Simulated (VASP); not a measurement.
Input of a VASP 6.6.1 run:

Contents of INCAR:

```
SYSTEM = Sr4Al2Pd3
  PREC = Accurate
  ENCUT = 520
  EDIFF = 1E-7
  ISMEAR = -1
  SIGMA = 0.05
  LREAL = .FALSE.
  LASPH = .TRUE.
  NELM = 100
  ALGO = Fast
  ISIF = 2
  LWAVE = .FALSE.
  LCHARG = .FALSE.
  GGA = PE
  NBANDS = 48
```

File KPOINTS:

```
Automatic mesh
0
G
  3 3 2
  0 0 0
```

POSCAR

```
Sr4Al2Pd3
1.0
   -5.1567530000      0.0000000000      2.9925460000
    5.1567530000      0.0000000000      2.9925460000
    0.0000000000      7.7156460000      2.9925460000
Sr Pd Al
4 3 2
Direct
    0.3130588480      0.6451273027      0.0879534909
    0.7267685843      0.3839375431      0.9005401492
    0.4027817662      0.5686747225      0.6002069043
    0.1582563105      0.9924329716      0.3897862862
    0.7346314677      0.0695649035      0.2556015400
   -0.0984532008      0.9970716382      0.7342978151
    0.7354974726      0.5556354547      0.2592535998
    0.0105612826      0.0071122130      0.0099341001
    0.7645254484      0.2596261445      0.5147574163
```

Potentials or basis: VASP PAW PBE potentials, release 64 (Sr_sv, Pd, Al).

Command:

```bash
$ cat potpaw_PBE.64/Sr_sv/POTCAR potpaw_PBE.64/Pd/POTCAR potpaw_PBE.64/Al/POTCAR > POTCAR
$ mpirun -np 1 vasp_std > vasp.out
```

(1) Predict the pressure.

(2) Estimate the band gap on the k mesh.

## Answers

(1) 1.7 GPa.

(2) none (metal or under the smearing width).

Caveat: the k mesh is coarse (spacing up to 0.43 Å⁻¹), so the values aren't converged.
